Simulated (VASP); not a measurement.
An input for Quantum ESPRESSO's pw.x (written as the equivalent of a VASP run, and not itself run):

```
&CONTROL
  calculation = 'scf'
  pseudo_dir = './pseudo'
  outdir = './out'
  tprnfor = .true.
  tstress = .true.
/
&SYSTEM
  ibrav = 0
  nat = 1
  ntyp = 1
  ecutwfc = 82
  occupations = 'smearing'
  smearing = 'methfessel-paxton'
  degauss = 0.00735
  input_dft = 'pz'
/
&ELECTRONS
  conv_thr = 7.3e-09
  electron_maxstep = 100
/
ATOMIC_SPECIES
  Pd 106.420 Pd.upf
CELL_PARAMETERS angstrom
     0.0000000    1.9572799    1.9572799
     1.9572799    0.0000000    1.9572799
     1.9572799    1.9572799    0.0000000
ATOMIC_POSITIONS crystal
  Pd   0.0000000  0.0000000  0.0000000
K_POINTS automatic
  16 16 16 0 0 0
```

Q: Translate this input to VASP (INCAR, KPOINTS, POSCAR, choice of POTCAR).

A: This is not unique; one that fits is 
File KPOINTS:
```
Automatic
0
Gamma
16 16 16
0 0 0
```

INCAR:
```
SYSTEM = Pd
PREC = Accurate; ENCUT = 520; LREAL = .FALSE.
LASPH = .TRUE.
EDIFF = 1E-7; NELM = 100; ALGO = Normal
LMAXMIX = 4
ISMEAR = 1; SIGMA = 0.1
ISIF = 2
LWAVE = .FALSE.; LCHARG = .FALSE.
```

POSCAR:
```
Pd
1
    0.0000000000     1.9572799433     1.9572799433
    1.9572799433     0.0000000000     1.9572799433
    1.9572799433     1.9572799433     0.0000000000
Pd
1
Direct
  0.0000000000   0.0000000000   0.0000000000
```

POTCAR, in this order: Pd (LDA.64 set). Program: vasp_std.

The two are equivalent in intent, not identical: the potentials are each code's own (VASP's PAW set, PseudoDojo norm-conserving files in pw.x), so ENCUT and ecutwfc are chosen apart and not converted; conv_thr bounds pw.x's estimated SCF error, while EDIFF bounds the energy change between steps.

The compound is Pd in the fcc structure. This cell is one point of a volume scan, at 1.06 of the reference volume.
